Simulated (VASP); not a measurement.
A convergence study with VASP on Tl (hcp): one setting is varied, all else stays as given below, so the limit is that of these other settings.

```
CELL_PARAMETERS angstrom
      1.73000    -2.99645     0.00000
      1.73000     2.99645     0.00000
      0.00000     0.00000     5.52000
ATOMIC_POSITIONS crystal
  Tl 0.33333 0.66667 0.25000
  Tl 0.66667 0.33333 0.75000
```

Calculation: PBE GGA, VASP's PBE PAW potentials (set 64) (plane waves; VASP). The tightest run used: 550 eV cut-off, 22×22×13 Γ-centred mesh, tetrahedra with Blöchl corrections, potentials Tl_d.

Question: The settings run are 3×3×2 mesh; 4×4×2 mesh; 5×5×3 mesh; 6×6×3 mesh; 7×7×4 mesh; 8×8×5 mesh; 9×9×5 mesh; 10×10×6 mesh; 11×11×6 mesh; 12×12×7 mesh; 13×13×7 mesh; 14×14×8 mesh; 15×15×9 mesh; 16×16×9 mesh; 17×17×10 mesh; 18×18×10 mesh; 19×19×11 mesh; 20×20×11 mesh; 21×21×12 mesh; 22×22×13 mesh. From which on does the energy per atom stay within 0.005 eV/atom of the tightest run?

Answer: From 9×9×5 mesh on: it is off by 0.0024 there and by no more than 0.005 in any finer run, while 8×8×5 mesh is off by 0.0070.
| setting | E (eV/atom) | pressure (GPa) | irreducible k-points | difference judged (eV/atom) |
|---|---|---|---|---|
| 3×3×2 mesh | -2.0485 | 2.70 | 6 | 0.1526 |
| 4×4×2 mesh | -2.2166 | 3.71 | 8 | 0.0154 |
| 5×5×3 mesh | -2.1909 | 3.30 | 10 | 0.0103 |
| 6×6×3 mesh | -2.1910 | 3.21 | 14 | 0.0102 |
| 7×7×4 mesh | -2.1948 | 3.09 | 24 | 0.0064 |
| 8×8×5 mesh | -2.1942 | 3.29 | 30 | 0.0070 |
| 9×9×5 mesh | -2.1988 | 3.23 | 36 | 0.0024 |
| 10×10×6 mesh | -2.2027 | 3.17 | 56 | 0.0015 |
| 11×11×6 mesh | -2.2023 | 3.17 | 64 | 0.0011 |
| 12×12×7 mesh | -2.1978 | 3.16 | 76 | 0.0034 |
| 13×13×7 mesh | -2.2001 | 3.16 | 84 | 0.0011 |
| 14×14×8 mesh | -2.2008 | 3.15 | 120 | 0.0004 |
| 15×15×9 mesh | -2.2012 | 3.13 | 135 | 0.0000 |
| 16×16×9 mesh | -2.2000 | 3.15 | 150 | 0.0012 |
| 17×17×10 mesh | -2.2009 | 3.13 | 198 | 0.0002 |
| 18×18×10 mesh | -2.2015 | 3.13 | 222 | 0.0003 |
| 19×19×11 mesh | -2.2009 | 3.13 | 240 | 0.0003 |
| 20×20×11 mesh | -2.2011 | 3.12 | 264 | 0.0001 |
| 21×21×12 mesh | -2.2013 | 3.12 | 336 | 0.0001 |
| 22×22×13 mesh | -2.2012 | 3.12 | 364 | 0.0000 |

Left out are rungs that failed or repeat a setting and relaxations that didn't move; long series are thinned to 24 rows.

The compound is Tl in the hcp structure. The cell was not relaxed at this level.
